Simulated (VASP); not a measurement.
Level of theory: MS2 meta-GGA, VASP's PBE PAW potentials (set 64) (plane waves; VASP).

VASP input:

KPOINTS:
```
Automatic mesh
0
Gamma
13 13 7
0 0 0
```

**POSCAR**
```
Ti
1
    1.4632372659    -2.5344013454     0.0000000000
    1.4632372659     2.5344013454     0.0000000000
    0.0000000000     0.0000000000     4.6309446466
Ti
2
Direct
  0.3333330000   0.6666670000   0.2500000000
  0.6666670000   0.3333330000   0.7500000000
```

### INCAR
```
SYSTEM = Ti
PREC = Accurate
ENCUT = 520
EDIFF = 1E-6
NELM = 100
ALGO = Normal
LREAL = .FALSE.
LASPH = .TRUE.
ISMEAR = 1
SIGMA = 0.1
METAGGA = MS2
LMIXTAU = .TRUE.
LMAXMIX = 4
LWAVE = .FALSE.
LCHARG = .FALSE.
IBRION = 2
ISIF = 3
NSW = 60
EDIFFG = -0.01
```

POTCAR, in this order: Ti_sv (PBE.64 set). Program: vasp_std.

### Question
Predict the energy per atom (σ→0), band gap (on the k-mesh).

### Answer

The energy per atom (σ→0) comes out as -12.609 eV/atom. The band gap (on the k-mesh) comes out as none (metal, semimetal or under 0.01 eV).

### OSZICAR
```
...
DAV:  21    -0.252183389305E+02    0.19870E-03   -0.40676E-04  3480   0.173E-01    0.123E-02
DAV:  22    -0.252183345270E+02    0.44035E-05   -0.10763E-05  2888   0.393E-02    0.753E-03
DAV:  23    -0.252183364434E+02   -0.19164E-05   -0.10155E-05  3528   0.259E-02    0.101E-02
DAV:  24    -0.252183534003E+02   -0.16957E-04   -0.13573E-06  1936   0.155E-02    0.614E-03
DAV:  25    -0.252183567976E+02   -0.33973E-05   -0.10209E-06  1464   0.148E-02    0.243E-03
DAV:  26    -0.252183586868E+02   -0.18892E-05   -0.39473E-07  1456   0.731E-03    0.152E-03
DAV:  27    -0.252183591965E+02   -0.50968E-06   -0.10493E-07  1400   0.360E-03
   1 F= -.25218359E+02 E0= -.25218169E+02  d E =-.252184E+02
```

The compound is Ti in the hcp structure. It was relaxed first. The start is the result of an earlier pass.
